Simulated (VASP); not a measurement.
The input files of a VASP run:

File POSCAR:
```
Re
1.0
  1.3800000000  -2.3902300000   0.0000000000
  1.3800000000   2.3902300000   0.0000000000
  0.0000000000   0.0000000000   4.4600000000
Re
2
direct
  0.3333330000   0.6666670000   0.2500000000
  0.6666670000   0.3333330000   0.7500000000
```

INCAR:
```
ALGO  =  Normal
EDIFF  =  1E-6
EDIFFG  =  -0.01
ENCUT  =  520
IBRION  =  2
ISIF  =  3
ISMEAR  =  1
LASPH  =  .TRUE.
LCHARG  =  .FALSE.
LMAXMIX  =  6
LMIXTAU  =  .TRUE.
LREAL  =  .FALSE.
LWAVE  =  .FALSE.
METAGGA  =  R2SCAN
NELM  =  100
NSW  =  60
PREC  =  Accurate
SIGMA  =  0.1
SYSTEM  =  Re
```

### KPOINTS
```
Automatic mesh
0
gamma
  14 14 8
```

POTCAR, in this order: Re (PBE.64 set). Program: vasp_std.

Task: Translate this r2SCAN calculation to Ansatz.

Result: One equivalent input (not run):
Ansatz 0.2 input:
```yaml
crystal:
  lattice:
    - [1.3800000, -2.3902300, 0.0000000]
    - [1.3800000, 2.3902300, 0.0000000]
    - [0.0000000, 0.0000000, 4.4600000]
  atoms:
    - { symbol: Re, position: [0.3333330, 0.6666670, 0.2500000] }
    - { symbol: Re, position: [0.6666670, 0.3333330, 0.7500000] }
kpoints:
  mp_grid: { grid: [14, 14, 8] }
hamiltonian:
  xc: r2scan
  pseudopotentials: { kind: paw }
scf:
  occupations: { method: methfessel_paxton, width: 0.1 }
  max_iter: 100
relax:
  max_steps: 60
  f_tol: 0.01
  cell: {}
output: { forces: true, stress: true, eigenvalues: true }
```
Limits of the translation: each code has its own PAW files, so the cut-off isn't converted (ENCUT is set for VASP's; basis.ecutwfc is left out, and Ansatz then takes the one that its files recommend); Ansatz stops its SCF on the density residual and VASP on the energy change (EDIFF).

The compound is Re in the hcp structure. This run relaxes it. Symmetry was kept, so distortions that lower it aren't found.
